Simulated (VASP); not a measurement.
Consider the following.

```xyz
2
Lattice="0.0000 3.3602 3.3602 3.3602 0.0000 3.3602 3.3602 3.3602 0.0000" Properties=species:S:1:pos:R:3 pbc="T T T"
Sc     0.0000     0.0000     0.0000
Al     1.6801     1.6801     1.6801
```

Level of theory: r2SCAN meta-GGA, VASP's PBE PAW potentials (set 64) (plane waves; VASP). Settings: 400 eV cut-off, 9×9×9 Γ-centred mesh, first-order Methfessel-Paxton smearing of 0.10 eV, potentials Sc_sv Al.

Energy and stress use the plane-wave basis of the starting cell.

Question: The ions, cell shape and volume are relaxed. Which structure does the run end with?

Answer: 
```xyz
2
Lattice="0.0000 3.2287 3.2287 3.2287 0.0000 3.2287 3.2287 3.2287 0.0000" Properties=species:S:1:pos:R:3 pbc="T T T"
Sc     0.0000     0.0000     0.0000
Al     1.6143     1.6143     1.6143
```
Space group F-43m (216), at a tolerance of 0.03 Å.

Question: How do energy and volume change from the first to the last step?

Answer: The energy (σ→0) changes by -41.8 meV/atom and the volume by -11.3 %, in 3 ionic steps.

| step | E(σ→0) (eV) | max force (eV/Å) | pressure (GPa) | volume (Å³) |
|---|---|---|---|---|
| 1 | -15.7045 | 0.000 | -2.83 | 75.88 |
| 2 | -15.7851 | 0.000 | -0.62 | 68.75 |
| 3 | -15.7881 | 0.000 | -0.04 | 67.31 |

The structure was generated: ScAl was put into the zinc blende type (F-43m), which need not be its known phase. This run relaxes it. Symmetry was kept, so distortions that lower it aren't found.
